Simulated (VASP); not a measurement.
Output of a VASP run:

OSZICAR:
```
...
DAV:   4    -0.769714513923E+01    0.28031E-04   -0.88265E-04  3117   0.272E-01    0.140E-01
DAV:   5    -0.769710822203E+01    0.36917E-04   -0.90676E-05  3757   0.161E-01    0.466E-02
DAV:   6    -0.769711360693E+01   -0.53849E-05   -0.20996E-05  4438   0.530E-02    0.131E-02
DAV:   7    -0.769711396513E+01   -0.35820E-06   -0.12248E-06  2336   0.129E-02
   3 F= -.76971140E+01 E0= -.76968297E+01  d E =-.201336E-01
       N       E                     dE             d eps       ncg     rms          rms(c)
DAV:   1    -0.769719442244E+01   -0.80816E-04   -0.27758E-03  3672   0.990E-01    0.608E-02
DAV:   2    -0.769711733777E+01    0.77085E-04   -0.21650E-04  3527   0.304E-01    0.230E-02
DAV:   3    -0.769710401013E+01    0.13328E-04   -0.49281E-05  3727   0.140E-01    0.105E-02
DAV:   4    -0.769710457263E+01   -0.56250E-06   -0.27191E-06  2370   0.157E-02
   4 F= -.76971046E+01 E0= -.76968217E+01  d E =-.201242E-01
       N       E                     dE             d eps       ncg     rms          rms(c)
DAV:   1    -0.769848729913E+01   -0.13833E-02   -0.88607E-02  3432   0.227E+00    0.179E-01
DAV:   2    -0.769810707508E+01    0.38022E-03   -0.41008E-03  4373   0.876E-01    0.102E-01
DAV:   3    -0.769780275130E+01    0.30432E-03   -0.47084E-04  4313   0.357E-01    0.317E-02
DAV:   4    -0.769779245847E+01    0.10293E-04   -0.10039E-04  4243   0.110E-01    0.228E-02
DAV:   5    -0.769779179845E+01    0.66002E-06   -0.45758E-06  3267   0.187E-02
   5 F= -.76977918E+01 E0= -.76974786E+01  d E =-.687226E-03
       N       E                     dE             d eps       ncg     rms          rms(c)
DAV:   1    -0.770159884885E+01   -0.38064E-02   -0.41068E-01  3432   0.489E+00    0.384E-01
DAV:   2    -0.769985580692E+01    0.17430E-02   -0.18967E-02  4378   0.181E+00    0.219E-01
DAV:   3    -0.769845766154E+01    0.13981E-02   -0.21135E-03  4175   0.742E-01    0.678E-02
DAV:   4    -0.769841023208E+01    0.47429E-04   -0.45733E-04  4273   0.240E-01    0.496E-02
DAV:   5    -0.769840730397E+01    0.29281E-05   -0.22374E-05  3464   0.407E-02    0.239E-02
DAV:   6    -0.769840741010E+01   -0.10613E-06   -0.45750E-06  4010   0.329E-02
   6 F= -.76984074E+01 E0= -.76980525E+01  d E =-.130284E-02
       N       E                     dE             d eps       ncg     rms          rms(c)
DAV:   1    -0.769906879386E+01   -0.66149E-03   -0.93621E-02  3392   0.239E+00    0.187E-01
DAV:   2    -0.769883201005E+01    0.23678E-03   -0.48215E-03  4278   0.896E-01    0.980E-02
DAV:   3    -0.769855088385E+01    0.28113E-03   -0.40217E-04  4465   0.326E-01    0.374E-02
DAV:   4    -0.769853215164E+01    0.18732E-04   -0.96058E-05  4288   0.124E-01    0.222E-02
DAV:   5    -0.769853144087E+01    0.71077E-06   -0.82052E-06  3514   0.271E-02
   7 F= -.76985314E+01 E0= -.76981745E+01  d E =-.124031E-03
       N       E                     dE             d eps       ncg     rms          rms(c)
DAV:   1    -0.769860125595E+01   -0.69104E-04   -0.77192E-03  3362   0.682E-01    0.540E-02
DAV:   2    -0.769858143400E+01    0.19822E-04   -0.40010E-04  4298   0.268E-01    0.293E-02
DAV:   3    -0.769855799420E+01    0.23440E-04   -0.33989E-05  4450   0.969E-02    0.108E-02
DAV:   4    -0.769855662545E+01    0.13687E-05   -0.80916E-06  4213   0.355E-02    0.616E-03
DAV:   5    -0.769855662379E+01    0.16644E-08   -0.50137E-07  1591   0.761E-03
   8 F= -.76985566E+01 E0= -.76981995E+01  d E =-.149214E-03
```

### OUTCAR
```
------------------------ aborting loop because EDIFF is reached ----------------------------------------
  FORCE on cell =-STRESS in cart. coord.  units (eV):
  Direction    XX          YY          ZZ          XY          YZ          ZX
  --------------------------------------------------------------------------------------
  Total       -0.0016173     -0.0017340     -0.0010623     -0.0029586     -0.0018994     -0.0016380
  in kB       -0.0438335     -0.0469952     -0.0287916     -0.0801855     -0.0514795     -0.0443937
  external PRESSURE =      -0.0398734 kB  Pullay stress =       0.0000000 kB
  volume of cell :       59.11
      direct lattice vectors                 reciprocal lattice vectors
     0.000158496  3.092262424  3.092023521    -0.161721004  0.161721232  0.161687368
     3.091577746  0.000809083  3.091411637     0.161756346 -0.161749907  0.161754113
     3.092410562  3.092469923 -0.000063739     0.161667832  0.161698058 -0.161718838
  FREE ENERGIE OF THE ION-ELECTRON SYSTEM (eV)
  ---------------------------------------------------
  free  energy   TOTEN  =        -7.6985566238 eV

  energy  without entropy=       -7.6978423578  energy(sigma->0) =       -7.69819949

 reached required accuracy - stopping structural energy minimisation
```
(Selected blocks of OUTCAR.)

### POSCAR
```
InAs
1
    0.0000000000     3.0535600000     3.0535600000
    3.0535600000     0.0000000000     3.0535600000
    3.0535600000     3.0535600000     0.0000000000
In As
1 1
Direct
  0.7518790000   0.7555030000   0.7479990000
 -0.0018790000  -0.0055030000   0.0020010000
```

Problem. Write an INCAR and KPOINTS that could have produced this output.

Solution. One answer among several that fit: the input of the run itself, PBE GGA, plane waves, VASP's PBE PAW potentials (set 64).

KPOINTS:
```
Automatic mesh
0
Gamma
6 6 6
0 0 0
```

**INCAR**
```
ALGO = Normal
EDIFF = 1E-6
EDIFFG = -0.01
ENCUT = 300
GGA = PE
IBRION = 2
ISIF = 3
ISMEAR = 0
LASPH = .True.
LCHARG = .False.
LMAXMIX = 4
LREAL = .False.
LWAVE = .False.
NELM = 100
NSW = 50
PREC = Accurate
SIGMA = 0.1
SYSTEM = InAs
```

POTCAR, in this order: In_d As (PBE.64 set). Program: vasp_std.

At this cut-off the stress carries a Pulay error, which pulls relaxed volumes low. Energy and stress use the plane-wave basis of the starting cell.

The structure comes from a computed database's InAs entry; how it stands against other phases isn't given here. In the starting cell atoms are displaced from their ideal sites. This run relaxes it. The run is one of a series of settings (EDIFFG = -0.01, IBRION = 2, ISIF = 3, NSW = 50 against the base run), some of them coarse on purpose.
